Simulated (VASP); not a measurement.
Runs of VASP 6.6.1 on FeW7Se16 (a cell with a defect). The cell holds a defect, 24 atoms: a = 6.580 Å, b = 6.580 Å, c = 12.970 Å, α = 90.00°, β = 90.00°, γ = 120.00°. 

| task | level | U | fixed moment (μB) | cell | k mesh | mesh quality | pressure (GPa) | moment (μB) | largest force (eV/Å) |
| --- | --- | --- | --- | --- | --- | --- | --- | --- | --- |
| single point | PBEsol+U | Fe d U = 4 eV | 4 | as given | 3 × 3 × 1 | coarse | 0.5 | 4.00 | (a) |
| single point | PBEsol | - | 2 | as given | 3 × 3 × 1 | coarse | (b) | 2.00 | 0.39 |
| relaxation of the atoms | PBEsol+U | Fe d U = 4 eV | 2 | atoms relaxed from: atoms moved at random, drawn with an rms of 0.05 Å | 3 × 3 × 1 | coarse | -0.1 | 2.00 | 0.02 |
| single point | PBEsol+U | Fe d U = 6 eV | 2 | as given | 3 × 3 × 1 | coarse | -0.1 | 2.00 | 0.44 |
| single point | PBEsol+U | Fe d U = 4 eV | 2 | as given | 4 × 4 × 2 | not flagged | -0.2 | 2.00 | 0.05 |

Alike in all rows: potentials or basis VASP PAW PBE potentials, release 64 (Fe, W_sv, Se); spin collinear, ferromagnetic start; cutoff (eV) 350; smearing gaussian 0.03 eV.

Problem. Fill in the values left out.

Solution. (a) 0.34; (b) -0.8.

Caveats: some runs use coarse meshes; the PAW data sets were made with another functional, which shifts forces and pressure a little; the total moment is fixed, so each spin has its own Fermi level; only a ferromagnetic start was run, and an antiferromagnetic order may lie lower in energy.
